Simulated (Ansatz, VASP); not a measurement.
# ZnCu2SnS4 in two plane-wave programs

Aim: how closely do two programs agree when they are given the same cell, functional and k mesh? The cell is taken from a series of runs on this material, whose earlier steps may have relaxed, scaled, displaced or heated it; both programs get it as it stands.

Main program and level: Ansatz 0.2.0; plane waves, with VASP 6.6.1 beside it; single point at PBE.

## (1) Starting point

The structure is tetragonal, space group I-4 (No. 82). The conventional cell has a = 5.434 Å, b = 5.434 Å, c = 10.850 Å, α = 90.00°, β = 90.00°, γ = 90.00°. Nearest to Sn lie 4 S at 2.41 Å. Nearest to Zn lie 4 S at 2.33 Å. Nearest to Cu lie 4 S at 2.33 Å. Nearest to S lie 1 Zn at 2.33 Å and 2 Cu at 2.33 Å and 1 Sn at 2.41 Å. Farther neighbours and most contacts between anions are not listed.

As a file:

```
Sn Zn Cu S
1.0
    -2.71710    2.71710    5.42480
     2.71710   -2.71710    5.42480
     2.71710    2.71710   -5.42480
Sn Zn Cu S
1 1 2 4
Direct
  0.50000 0.50000 0.00000
  0.25000 0.75000 0.50000
  0.75000 0.25000 0.50000
  0.00000 0.00000 0.00000
  0.62799 0.62839 0.51280
  0.88481 0.37201 0.00040
  0.11559 0.11519 0.48720
  0.37161 0.88441 0.99960
```

## (2) VASP: single point, PBE

A single point gives forces, pressure and levels at one fixed geometry, so differences don't come from the geometry; what else differs is listed under the comparison.

Lines of VASP's logs that name or quote its potential files are left out, and so is its time.

INCAR

```
SYSTEM = ZnCu2SnS4
PREC = Accurate
ENCUT = 750
EDIFF = 1E-06
NELM = 100
ISMEAR = -1
SIGMA = 0.05
LREAL = .FALSE.
ALGO = Normal
GGA = PE
NBANDS = 59
LORBIT = 11
LWAVE = .FALSE.
LCHARG = .FALSE.
KPAR = 2
ISIF = 2
```

POSCAR

```
ZnCu2SnS4
1.0
   -2.7171000000      2.7171000000      5.4248000000
    2.7171000000     -2.7171000000      5.4248000000
    2.7171000000      2.7171000000     -5.4248000000
Sn Zn Cu S
1 1 2 4
Direct
    0.5000000000      0.5000000000      0.0000000000
    0.2500000000      0.7500000000      0.5000000000
    0.7500000000      0.2500000000      0.5000000000
    0.0000000000      0.0000000000      0.0000000000
    0.6279900000      0.6283900000      0.5128000000
    0.8848100000      0.3720100000      0.0004000000
    0.1155900000      0.1151900000      0.4872000000
    0.3716100000      0.8844100000      0.9996000000
```

KPOINTS

```
Automatic mesh
0
Gamma
7 7 7
0 0 0
```

The projector-augmented-wave data sets are Sn_d_GW, Zn_sv_GW, Cu_sv_GW and S_GW (PBE family, release 64).

The run is started by

```console
$ mpirun -np 2 vasp_std
```

Numbers of over 12 decimals in the logs are rounded to 6 here.

Output:

```text
[banner, memory and clock lines left out]
running    2 mpi-ranks, on    1 nodes
 distrk:  each k-point on    1 cores,    2 groups
 distr:  one band on    1 cores,    1 groups

 POSCAR found type information on POSCAR SnZnCuS
 POSCAR found :  4 types and       8 ions
 LDA part: xc-table for (Slater+PW92), standard interpolation
 POSCAR, INCAR and KPOINTS ok, starting setup
 FFT: planning ... GRIDC
 FFT: planning ... GRID_SOFT
 FFT: planning ... GRID
 WAVECAR not read
 entering main loop
       N       E                     dE             d eps       ncg     rms          rms(c)
DAV:   1     0.221145344208E+04    0.22115E+04   -0.53541E+04  9999   0.956E+03
DAV:   2     0.425085589446E+03   -0.17864E+04   -0.17236E+04 11390   0.200E+03
DAV:   3     0.345826529691E+02   -0.39050E+03   -0.36960E+03 12245   0.885E+02
DAV:   4    -0.234303945508E+02   -0.58013E+02   -0.53125E+02 12023   0.349E+02
DAV:   5    -0.327405549950E+02   -0.93102E+01   -0.88721E+01 12210   0.162E+02    0.134E+01
DAV:   6    -0.342376286859E+02   -0.14971E+01   -0.44296E+01 12248   0.252E+02    0.111E+01
DAV:   7    -0.323634275660E+02    0.18742E+01   -0.13364E+01 10688   0.180E+02    0.470E+00
DAV:   8    -0.326549648356E+02   -0.29154E+00   -0.38830E+00 12272   0.406E+01    0.338E+00
DAV:   9    -0.326088051950E+02    0.46160E-01   -0.96883E-01 11704   0.388E+01    0.115E+00
DAV:  10    -0.326174427217E+02   -0.86375E-02   -0.17917E-01 12232   0.172E+01    0.608E-01
DAV:  11    -0.326153612483E+02    0.20815E-02   -0.53092E-02 11688   0.101E+01    0.145E-01
DAV:  12    -0.326170596466E+02   -0.16984E-02   -0.18751E-02 12264   0.208E+00    0.124E-01
DAV:  13    -0.326173145299E+02   -0.25488E-03   -0.41747E-03 12168   0.176E+00    0.663E-02
DAV:  14    -0.326174150175E+02   -0.10049E-03   -0.12293E-03 12256   0.706E-01    0.238E-02
DAV:  15    -0.326174429195E+02   -0.27902E-04   -0.35941E-04 12256   0.321E-01    0.125E-02
DAV:  16    -0.326174537872E+02   -0.10868E-04   -0.11744E-04 12264   0.175E-01    0.761E-03
DAV:  17    -0.326174566347E+02   -0.28475E-05   -0.39484E-05 10064   0.126E-01    0.161E-03
DAV:  18    -0.326174582430E+02   -0.16083E-05   -0.15354E-05  8232   0.584E-02    0.188E-03
DAV:  19    -0.326174587351E+02   -0.49206E-06   -0.63113E-06  6832   0.505E-02
   1 F= -.32617459E+02 E0= -.32617298E+02  d E =-.321855E-03
```

Parts of OUTCAR (step 2):

```text
ion  position               nearest neighbor table
   1  0.500  0.500  0.000-   5 2.41   6 2.41   7 2.41   8 2.41
   2  0.250  0.750  0.500-   5 2.33   6 2.33   7 2.33   8 2.33
   3  0.750  0.250  0.500-   6 2.33   7 2.33   8 2.33   5 2.33
   4  0.000  0.000  0.000-   8 2.33   5 2.33   7 2.33   6 2.33
   5  0.628  0.628  0.513-   2 2.33   4 2.33   3 2.33   1 2.41
   6  0.885  0.372  0.000-   2 2.33   4 2.33   3 2.33   1 2.41
   7  0.116  0.115  0.487-   2 2.33   4 2.33   3 2.33   1 2.41
   8  0.372  0.884  1.000-   2 2.33   4 2.33   3 2.33   1 2.41

  LATTYP: Found a body centered tetragonal cell.
 ALAT       =     5.4342000000
 C/A-ratio  =     1.9965404291

 Subroutine GETGRP returns: Found  4 space group operations
 (whereof  4 operations were pure point group operations)

The static configuration has the point symmetry S_4 .

 Found     52 irreducible k-points:

   k-points           NKPTS =     52   k-points in BZ     NKDIM =     52   number of bands    NBANDS=     59

   dimension x,y,z NGX =    60 NGY =   60 NGZ =   60
   dimension x,y,z NGXF=   120 NGYF=  120 NGZF=  120

   ENCUT  =  750.0 eV  55.12 Ry    7.42 a.u.  14.84 14.84 14.84*2*pi/ulx,y,z

   NELECT =      96.0000    total number of electrons

 k-points in reciprocal lattice and weights: Automatic mesh
   0.00000000  0.00000000  0.00000000       0.003
   0.14285714 -0.00000000  0.00000000       0.023
   0.28571429 -0.00000000  0.00000000       0.023
   0.42857143 -0.00000000  0.00000000       0.023
   0.14285714  0.14285714  0.00000000       0.023
   0.28571429  0.14285714  0.00000000       0.023
  -0.28571429 -0.14285714  0.42857143       0.023
   0.42857143  0.14285714  0.00000000       0.023
  -0.42857143 -0.14285714 -0.42857143       0.023
[...]
-0.42857143  0.42857143  0.42857143       0.012
  -0.42857143 -0.42857143  0.42857143       0.006

 average (electrostatic) potential at core
       1 -76.8106       2 -78.6551       3 -90.9594       4 -90.9887       5 -90.5453
       6 -90.5453       7 -90.5453       8 -90.5453

 E-fermi :   4.9463

 k-point     1 :       0.0000    0.0000    0.0000
  band No.  band energies     occupation
    ...
     44       3.2579      2.00000
     45       3.4078      2.00000
     46       4.6831      1.98971
     47       4.6831      1.98971
     48       4.7643      1.94886
     49       5.0495      0.22522
     50       6.7914      0.00000
     51       7.6580      0.00000
     52       8.5490      0.00000
     53       8.5493      0.00000
    ...

 k-point     2 :       0.1429   -0.0000    0.0000
  band No.  band energies     occupation
    ...
     44       3.3615      2.00000
     45       3.4603      2.00000
     46       4.2014      2.00000
     47       4.5284      1.99953
     48       4.6804      1.99024
     49       5.6370      0.00000
     50       7.0921      0.00000
     51       7.8262      0.00000
     52       8.3588      0.00000
     53       8.4305      0.00000
    ...

 k-point     3 :       0.2857   -0.0000    0.0000
  band No.  band energies     occupation
    ...
     44       3.4269      2.00000
     45       3.5340      2.00000
     46       3.8889      2.00000
     47       4.1712      2.00000
     48       4.5120      1.99966
     49       6.1924      0.00000
     50       7.7568      0.00000
     51       7.8833      0.00000
     52       8.1410      0.00000
     53       8.5819      0.00000
    ...

  Total        1.6237484      1.6237484      1.5236419     -0.0000001      0.0000000      0.0000000
  in kB       16.2395632     16.2395632     15.2383705     -0.0000014      0.0000000      0.0000000
  external PRESSURE =      15.9058323 kB  Pullay stress =       0.0000000 kB

  energy-cutoff  :      750.00
  volume of cell :      160.20
      direct lattice vectors                 reciprocal lattice vectors
    -2.717100000  2.717100000  5.424800000     0.000000000  0.184019727  0.092169297
     2.717100000 -2.717100000  5.424800000     0.184019727  0.000000000  0.092169297
     2.717100000  2.717100000 -5.424800000     0.184019727  0.184019727  0.000000000

 POSITION                                       TOTAL-FORCE (eV/Angst)
 -----------------------------------------------------------------------------------
      0.00000      0.00000      5.42480         0.000000     -0.000000      0.000000
      2.71710      0.00000      2.71240        -0.000000     -0.000000      0.000000
      0.00000      2.71710      2.71240         0.000000     -0.000000      0.000000
      0.00000      0.00000      0.00000        -0.000000     -0.000000      0.000000
      1.39442      1.39224      4.03377         0.152768      0.560302     -0.195685
     -1.39224      1.39442      6.81583        -0.560302      0.152768      0.195685
      1.32268      1.32486     -1.39103        -0.152768     -0.560302     -0.195685
      4.10934      1.32268      1.39103         0.560302     -0.152768      0.195685
 -----------------------------------------------------------------------------------
    total drift:                                0.000001      0.000001      0.000001

  FREE ENERGIE OF THE ION-ELECTRON SYSTEM (eV)
  ---------------------------------------------------
  free  energy   TOTEN  =       -32.6174587351 eV

  energy  without entropy=      -32.6171368798  energy(sigma->0) =      -32.61729781

 total charge
# of ion       s       p       d       f       tot
--------------------------------------------------
    1        1.054   1.056  10.159   0.049  12.318
    2        2.292   6.201   9.445   0.003  17.941
    3        2.224   6.335   8.987   0.003  17.550
    4        2.225   6.335   8.986   0.003  17.549
    5        1.311   2.356   0.054   0.000   3.721
    6        1.311   2.356   0.054   0.000   3.721
    7        1.311   2.356   0.054   0.000   3.721
    8        1.311   2.356   0.054   0.000   3.721
--------------------------------------------------
tot         13.041  29.349  37.794   0.060  80.243

[... 3 further parts left out ...]
```

This run has no spin polarisation, so a moment on Cu, if there is one, isn't seen.

## (3) Ansatz: single point, PBE

Ansatz runs on its default PAW (the set named soft_2) files.

The same cell, functional, mesh and smearing now go to Ansatz, which takes its cutoff from its data sets.

input.yaml

```yaml
crystal:
  lattice:
    - [-2.7171, 2.7171, 5.4248]
    - [2.7171, -2.7171, 5.4248]
    - [2.7171, 2.7171, -5.4248]
  atoms:
    - { symbol: Sn, position: [0.5, 0.5, 0.0] }
    - { symbol: Zn, position: [0.25, 0.75, 0.5] }
    - { symbol: Cu, position: [0.75, 0.25, 0.5] }
    - { symbol: Cu, position: [0.0, 0.0, 0.0] }
    - { symbol: S, position: [0.62799, 0.62839, 0.5128] }
    - { symbol: S, position: [0.88481, 0.37201, 0.0004] }
    - { symbol: S, position: [0.11559, 0.11519, 0.4872] }
    - { symbol: S, position: [0.37161, 0.88441, 0.9996] }
hamiltonian:
  xc: pbe
  pseudopotentials: { kind: paw }
kpoints:
  mp_grid: { grid: [7, 7, 7] }
scf:
  occupations: { method: fermi_dirac, width: 0.05 }
  n_extra_bands: 6
output:
  forces: true
  stress: true
  eigenvalues: true
  write_density: true
  write_potential: true
  elf: true
  volumetric_format: npy
```

The run is started by

```console
$ ansatz run input.yaml --threads 4 --pin off --max-ram 9216MiB --backend cpu --events-out ev --progress --plain --runs-dir out
```

Output:

```text
scf.n_extra_bands = 6 over 44 filled bands (N_el = 88.0): the run solves 50 bands
Engine: ansatz 0.2.0, aarch64-unknown-linux-gnu
Pseudopotentials: kind: paw
Pseudopotential: Sn, paw, valence charge 14, recommended cutoff 420 eV (normal), Sn.paw.azcp
Pseudopotential: Zn, paw, valence charge 12, recommended cutoff 420 eV (normal), Zn.paw.azcp
Pseudopotential: Cu, paw, valence charge 19, recommended cutoff 420 eV (normal), Cu.paw.azcp
Pseudopotential: S, paw, valence charge 6, recommended cutoff 420 eV (normal), S.paw.azcp
Functional definition: PBE
  parameter kappa = 0.804
  parameter beta = 0.066725
  exchange = pbe_x(kappa = kappa, mu = beta*pi^2/3)
  correlation = pbe_c(beta = beta)
Crystal: 8 atoms, lattice volume = 160.197 Å³
Basis set: ecut = 420 eV, 3083 PW (Γ), exchange–correlation on 90×90×90 points (8 copies of the dense FFT grid, shifted against one another)
Bands: 50, of which v1, the nominal top of the filled ones, is band 44 counted from 1 (43 counted from 0)
Symmetry: 4 space group operations
Space group: I-4 (ITA 82), of the structure as read, at distance tolerance 5.4e-5 Å
k-points: 52 of 343 (time reversal used)
Non-local potential: Sn, projectors of the file, l = 0: 2, l = 1: 2, l = 2: 2, l = 3: 2
Non-local potential: Zn, projectors of the file, l = 0: 2, l = 1: 2, l = 2: 3, l = 3: 1
Non-local potential: Cu, projectors of the file, l = 0: 3, l = 1: 2, l = 2: 3, l = 3: 1
Non-local potential: S, projectors of the file, l = 0: 2, l = 1: 2, l = 2: 2
PAW form: soft (Blöchl's): semilocal exchange-correlation on the pseudo side does not see the compensation charge
PAW one-centre angular grid: Sn, 590 points (default); XC on 64 Gauss nodes
PAW one-centre angular grid: Zn, 590 points (default); XC on 64 Gauss nodes
PAW one-centre angular grid: Cu, 590 points (default); XC on 64 Gauss nodes
PAW one-centre angular grid: S, 110 points (default); XC on 64 Gauss nodes
Initial density: superposition of atomic densities (neutral atoms: chi_scale 0, normalization atom), corrected by the library's trained network
Initial wavefunctions: pseudopotential atomic-orbital guess
Functional: x = pbe(κ = 0.804, μ = 0.219515), c = pbe(β = 0.066725)
SCF iter   1: F=—  HF=-26205.464143 eV  |F-HF|=—  |Δ(HF+E_count)|=         —  Δρ=9.62e-4  dr2=1.08e-3  ethr=1.77e-3  ⟨swp⟩=7.5  Hψ=11101  notcnv=0
preconditioner: auto → Resta (q_TF=auto, 2.469 Å⁻¹)  ε∞=6.5  [insulator: Δε(μ)=0.299 eV  Ē_g=10.657 eV  σ=0.050 eV  W_gap=0.88  n_scr=36 (ndim 8)  ℏωp=24.9 eV  f_vac=0.037  D(μ)=0.02/eV (n_scr^D=0)  ε∞_Penn≈6.5]
SCF iter   2: F=—  HF=-26205.464793 eV  |F-HF|=—  |Δ(HF+E_count)|=   6.50e-4  Δρ=9.79e-4  dr2=8.47e-4  ethr=1.22e-6  ⟨swp⟩=3.0  Hψ=6706  notcnv=0
SCF iter   3: F=—  HF=-26205.464670 eV  |F-HF|=—  |Δ(HF+E_count)|=   1.23e-4  Δρ=3.43e-4  dr2=1.45e-4  ethr=9.62e-7  ⟨swp⟩=2.0  Hψ=4784  notcnv=0
SCF iter   4: F=—  HF=-26205.464853 eV  |F-HF|=—  |Δ(HF+E_count)|=   1.83e-4  Δρ=1.20e-4  dr2=1.66e-5  ethr=1.65e-7  ⟨swp⟩=2.0  Hψ=3953  notcnv=0
SCF iter   5: F=—  HF=-26205.464949 eV  |F-HF|=—  |Δ(HF+E_count)|=   9.56e-5  Δρ=7.77e-5  dr2=8.78e-6  ethr=1.89e-8  ⟨swp⟩=2.0  Hψ=4733  notcnv=0
SCF iter   6: F=—  HF=-26205.464949 eV  |F-HF|=—  |Δ(HF+E_count)|=   5.99e-7  Δρ=5.50e-5  dr2=4.39e-6  ethr=9.98e-9  ⟨swp⟩=2.0  Hψ=4836  notcnv=0
SCF iter   7: F=—  HF=-26205.464950 eV  |F-HF|=—  |Δ(HF+E_count)|=   7.52e-7  Δρ=2.49e-5  dr2=1.11e-6  ethr=4.99e-9  ⟨swp⟩=2.0  Hψ=3700  notcnv=0
SCF iter   8: F=—  HF=-26205.464951 eV  |F-HF|=—  |Δ(HF+E_count)|=   3.38e-7  Δρ=8.32e-6  dr2=1.61e-7  ethr=1.26e-9  ⟨swp⟩=2.0  Hψ=3952  notcnv=0
SCF iter   9: F=-26205.464951 eV  HF=-26205.464951 eV  |F-HF|=1.83e-8  |Δ(HF+E_count)|=   1.19e-7  Δρ=4.06e-6  dr2=2.64e-8  ethr=1.14e-10  ⟨swp⟩=12.6  Hψ=18337  notcnv=0
SCF 1 converged in 9 iterations: F = -26205.464951 eV  dr2 = 2.64e-8
  greatest PAW one-centre occupation: 1.000 electrons in one spin orbital (limit 2), on the Cu atom at site 2 (counted from 0), in its partial waves of l = 0
SCF converged after 9 iterations
Free energy (F): -26205.464951 eV
Harris-Foulkes:  -26205.464951 eV  (|F-HF|=1.83e-8)
Internal energy: -26205.464645 eV  (E = F + TS)
E sigma→0 (E₀):  -26205.464798 eV
Entropy (-TS):   -0.000305 eV (-0.038 meV/atom)
Fermi energy:    8.250216 eV
--- Per-component energies (eV) ---
  E_band       = -1098.846279
  E_kinetic    = 1347.499051
  E_local      = -14949.580645  (includes V_loc(G=0)·N_el)
  E_nonlocal   = 1493.344391
  E_hartree    = 6721.766127
  E_xc         = -1084.282578
  E_vxc        = -725.308475  (∫ρ·V_xc dr)
  E_paw        = -11709.754579  (= ΣΔE_a)
  E_vpaw       = -1708.323490  (= ΣTr[D̂ρ^β])
  E_aug_tail   = 0.000206  (compensation charges beyond the density's cutoff)
  E_ewald      = -8024.456617
  E_smearing   = -0.000305  (= −TS)
  E_closure    = -0.000000  (closes the sum)
  Σ components = -26205.464951   (vs F -26205.464951, Δ=0.00e0)
--- Forces (eV/Å), atoms counted from 1 ---
  atom   1  Sn    -0.00000000     0.00000000     0.00000000
  atom   2  Zn    -0.00000000    -0.00000000     0.00000000
  atom   3  Cu    -0.00000000     0.00000000     0.00000000
  atom   4  Cu    -0.00000000    -0.00000000     0.00000000
  atom   5  S      0.16177123     0.55841899    -0.20482132
  atom   6  S     -0.55841899     0.16177123     0.20482132
  atom   7  S     -0.16177123    -0.55841899    -0.20482132
  atom   8  S      0.55841899    -0.16177123     0.20482132
  max |Σ_I F_I| component: 1.11e-16 eV/Å
--- Stress (GPa, compression-positive) ---
        2.098794       0.000000      -0.000000
       -0.000000       2.098794      -0.000000
       -0.000000      -0.000000       1.998063
  P = ⅓ Tr σ = 2.0652 GPa (20.652 kbar)
--- Band table (eV; the first three rows and the last of 52) ---
  k-point 0: bands = [... 40 lower, 6.7086, 7.9837, 7.9837, 8.0650, 8.3571, 10.0946, 10.9637, 11.8542, ... 2 higher]
  k-point 1: bands = [... 40 lower, 6.8200, 7.3146, 7.8378, 7.9410, 9.0670, 10.5396, 11.3060, 11.7513, ... 2 higher]
  k-point 2: bands = [... 40 lower, 6.9157, 7.0817, 7.4793, 7.8198, 9.4222, 11.1223, 11.2710, 11.6581, ... 2 higher]
  k-point 51: bands = [... 40 lower, 6.9662, 7.1621, 7.1904, 7.3261, 9.6104, 10.1947, 10.3786, 10.8268, ... 2 higher]
```

The run ends at a pressure of 2.07 GPa, with forces up to 0.62 eV/Å.

## (4) Comparison

Known differences besides the potentials themselves: the data sets hold 88 valence electrons in Ansatz (default PAW (the set named soft_2) files) and 96 in VASP; the cutoff is 420 eV in Ansatz and 750 eV in VASP; VASP leaves aspherical gradient terms in its spheres out (LASPH is not set), Ansatz keeps them. Total energies have different zeros and are not compared.

Both answers:

```csv
quantity,Ansatz,VASP,difference
pressure (GPa),2.07,1.59,+0.47
pressure without Ansatz's Pulay correction (GPa),2.01,1.59,+0.42
gap on the k mesh (eV),0.292,0.285,+0.007
```

Forces (eV/Å; atoms numbered as in POSCAR):

```
atom          Ansatz x, y, z            VASP x, y, z
 Sn1     0.000, 0.000, 0.000     0.000, 0.000, 0.000
 Zn2     0.000, 0.000, 0.000     0.000, 0.000, 0.000
 Cu3     0.000, 0.000, 0.000     0.000, 0.000, 0.000
 Cu4     0.000, 0.000, 0.000     0.000, 0.000, 0.000
  S5    0.162, 0.558, -0.205    0.153, 0.560, -0.196
  S6    -0.558, 0.162, 0.205    -0.560, 0.153, 0.196
  S7  -0.162, -0.558, -0.205  -0.153, -0.560, -0.196
  S8    0.558, -0.162, 0.205    0.560, -0.153, 0.196
```

The forces differ by 5.3 meV/Å r.m.s., which is 2.1 % of the r.m.s. force of 0.25 eV/Å (both taken over all components). A gap on the mesh is an upper bound, since the band edges may lie between its points. Ansatz's pressure holds a Pulay correction of 0.06 GPa; VASP's holds none.

## (5) Other set-ups

Further runs change the set-up of one program: Ansatz's method, potentials or start, or VASP's data sets, cutoff or form of LDA. The table gives Ansatz less VASP for each quantity, since a change that brings one quantity closer may part another.

```
                                                                run  r.m.s. force difference (meV/Å)  pressure (GPa)  gap on the k mesh (eV)  pressure without Ansatz's Pulay correction (GPa)
                                                           as above                              5.3            0.47                  0.0070                                              0.42
VASP with the data sets Sn_d, Zn, Cu and S_h and a cutoff of 650 eV                               14           -0.18                  -0.021                                             -0.24
```

## (6) Outcome

```json
{
  "r.m.s. force difference (single point, PBE)": "2.1 % of the r.m.s. force"
}
```

What this shows: The r.m.s. force difference is 2.1 % of the r.m.s. force (single point, PBE), within the 3 % picked in this series as the mark of a large difference. Single point, PBE, VASP with the data sets Sn_d, Zn, Cu and S_h and a cutoff of 650 eV: r.m.s. force difference goes from 5.3 to 14 meV/Å; the difference in pressure goes from 0.47 to -0.18 GPa; the difference in gap on the k mesh goes from 0.0070 to -0.021 eV; the difference in pressure without Ansatz's Pulay correction goes from 0.42 to -0.24 GPa. How closely two codes agree says nothing of how well the functional describes the real material.

[Lines on the potential files, build, host, timing and source positions are cut from VASP's logs without a mark.]

[Logs are printed without paths, hosts, clocks, repeated set-up lines and the standing remarks that a program may print on its own settings, such as how far it seeks lower states.]

[Hosts, paths, dates, database ids (printed as entryN), source tags and the programs' standing remarks are cut or masked in the printed files.]
